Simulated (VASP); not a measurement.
Input of a VASP 6.6.1 run:

The input INCAR:

```
SYSTEM = Mg6GaCo
ALGO     = Normal         ! electronic algorithm
EDIFF    = 1E-7           ! SCF threshold, eV
ENCUT    = 520            ! plane-wave cutoff, eV
GGA      = PE             ! functional
ISIF     = 2              ! what is computed and relaxed
ISMEAR   = -1             ! smearing method
ISPIN    = 2              ! spin polarisation
LASPH    = .True.         ! aspherical terms in the spheres
LCHARG   = .True.         ! write CHGCAR
LELF     = .True.         ! ELF
LMAXMIX  = 4              ! l up to which the mixer works
LORBIT   = 11             ! projections on sites
LREAL    = .False.        ! projectors in reciprocal space
LVHAR    = .True.       
LWAVE    = .False.        ! write WAVECAR
MAGMOM   = 0 2 0 0 0 0 0 0 ! initial moments
NBANDS   = 31             ! bands
NELM     = 150            ! most SCF steps
PREC     = Accurate       ! precision mode
SIGMA    = 0.05           ! smearing width, eV
```

KPOINTS

```
k-points
0
Gamma
  6 5 5
  0 0 0
```

POSCAR

```
Mg6GaCo
1.0
    4.8113800000      0.0000000000      0.0000000000
    0.0000000000      3.0311835000      5.2081525000
    0.0000000000     -3.0311835000      5.2081525000
Ga Co Mg
1 1 6
Direct
    0.5000000000      0.6744190000      0.6744190000
    0.0000000000      0.8325040000      0.8325040000
    0.5000000000      0.1667520000      0.1667520000
    0.5000000000      0.6735860000      0.1451880000
    0.5000000000      0.1451880000      0.6735860000
    0.0000000000      0.3340910000      0.3340910000
    0.0000000000      0.8322400000      0.3412200000
    0.0000000000      0.3412200000      0.8322400000
```

Potentials or basis: VASP PAW PBE potentials, release 64 (Ga_d, Co, Mg).

Launch:

```console
$ cat potpaw_PBE.64/Ga_d/POTCAR potpaw_PBE.64/Co/POTCAR potpaw_PBE.64/Mg/POTCAR > POTCAR
$ mpirun -np 1 vasp_std > vasp.out
```

Question: What does it give for the site moments?

Answer: Ga -0.01; Co +0.93; Mg +0.00, -0.01, -0.00 μB.

Question: What does it give for the band gap on the k mesh?

Answer: None (metal or under the smearing width).

Stress tensor (GPa, compression positive):
```
 0.54  0.00  0.00
 0.00 -0.14  0.00
 0.00  0.00  0.26
```
